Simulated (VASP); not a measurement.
Data:

```yaml
crystal:
  lattice:
    - [0.00000, 1.78681, 1.78681]
    - [1.78681, 0.00000, 1.78681]
    - [1.78681, 1.78681, 0.00000]
  atoms:
    - { symbol: C, position: [0.50000, 0.50000, 0.50000] }
    - { symbol: C, position: [0.75000, 0.75000, 0.75000] }
```

The numbers are results of PBE GGA, VASP's PBE PAW potentials (set 64) (plane waves; VASP 6.6.1), not measurements. Settings: 500 eV cut-off, Gaussian smearing of 0.050 eV, potentials C.

Q: Estimate the band gap (along the path) with the smallest direct gap where there is one.

A: 
```yaml
band gap (along the path): 4.12 eV
smallest direct gap (along the path): 5.57 eV
```

The structure comes from a computed database's C entry (Fd-3m); how it stands against other phases isn't given here. It was relaxed first.
